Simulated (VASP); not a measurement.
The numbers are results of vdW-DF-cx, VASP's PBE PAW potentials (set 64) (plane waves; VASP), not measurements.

VASP input:

**INCAR**
```
ISIF = 3
SYSTEM = BN
LWAVE = .FALSE.
IBRION = 2   ! conjugate gradients
LASPH = .TRUE.
EDIFF = 1E-6
NSW = 60   ! most ionic steps
LREAL = .FALSE.   ! projection in real space or not
ISMEAR = 0   ! Gaussian
PREC = Accurate
LCHARG = .FALSE.
ENCUT = 520
SIGMA = 0.05   ! width (eV)
ALGO = Normal
AGGAC = 0.0
LUSE_VDW = .TRUE.
NELM = 100   ! most electronic steps
EDIFFG = -0.02
GGA = CX
```

**POSCAR**
```
BN
1.0
  1.2570941395  -2.1773513131   0.0000000000
  1.2570941395   2.1773513131   0.0000000000
  0.0000000000   0.0000000000   6.4088281388
B N
2 2
direct
  0.3333330000   0.6666670000   0.2500000000
  0.6666670000   0.3333330000   0.7500000000
  0.6666670000   0.3333330000   0.2500000000
  0.3333330000   0.6666670000   0.7500000000
```

### KPOINTS
```
Automatic
0
Gamma
9 9 3
```

POTCAR, in this order: B N (PBE.64 set). Program: vasp_std.

**Question.** Estimate the energy per atom (σ→0).

**Answer.** 
The energy per atom (σ→0) comes out as -7844 meV/atom.

**OSZICAR**
```
...
DAV:   7    -0.314427947397E+02    0.22383E+00   -0.48485E-01   716   0.593E+00    0.311E+00
DAV:   8    -0.313765272061E+02    0.66268E-01   -0.24455E-01   684   0.381E+00    0.400E-01
DAV:   9    -0.313734676556E+02    0.30596E-02   -0.10410E-02   716   0.927E-01    0.154E-01
DAV:  10    -0.313741976997E+02   -0.73004E-03   -0.12442E-03   664   0.300E-01    0.343E-02
DAV:  11    -0.313742797401E+02   -0.82040E-04   -0.16912E-04   744   0.116E-01    0.209E-02
DAV:  12    -0.313742775150E+02    0.22250E-05   -0.34562E-05   676   0.523E-02    0.250E-03
DAV:  13    -0.313742778515E+02   -0.33640E-06   -0.87904E-07   544   0.957E-03
   1 F= -.31374278E+02 E0= -.31374278E+02  d E =-.313743E+02
```

The compound is BN in the hex structure. It was relaxed first. The start is the result of an earlier pass.
